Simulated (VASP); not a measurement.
Data:

```
Sn
1.0
   -1.59075     1.59075     2.91565
    1.59075    -1.59075     2.91565
    1.59075     1.59075    -2.91565
Sn
1
Direct
  0.00000   0.00000   0.00000
```

Level of theory: PBEsol GGA, VASP's PBE PAW potentials (set 64) (plane waves; VASP). Numerical set-up: 300 eV cut-off, 12×12×12 Γ-centred mesh, Gaussian smearing of 0.20 eV, potentials Sn_d.

Task: Give the energies of bands 6 to 10 at the high-symmetry points, in eV from the Fermi level.

Result: 
| band | Γ | X | P | N | M | S | R |
|---|---|---|---|---|---|---|---|
| 6 | -10.61 | -3.72 | -3.63 | -6.58 | -7.27 | -6.03 | -4.54 |
| 7 | 5.74 | -2.55 | -1.45 | -4.18 | -4.24 | -2.70 | -1.76 |
| 8 | 7.24 | 0.37 | -1.45 | 2.85 | 4.25 | -2.24 | -0.35 |
| 9 | 7.24 | 2.27 | 1.08 | 6.55 | 4.25 | 6.13 | -0.26 |
| 10 | 10.56 | 4.36 | 7.57 | 7.72 | 7.59 | 9.14 | 7.73 |

It has no gap at this level: it comes out as a metal or semimetal.

The structure comes from a measured Sn entry (I4/mmm) of the Crystallography Open Database, whose conditions weren't checked. The cell was not relaxed at this level.
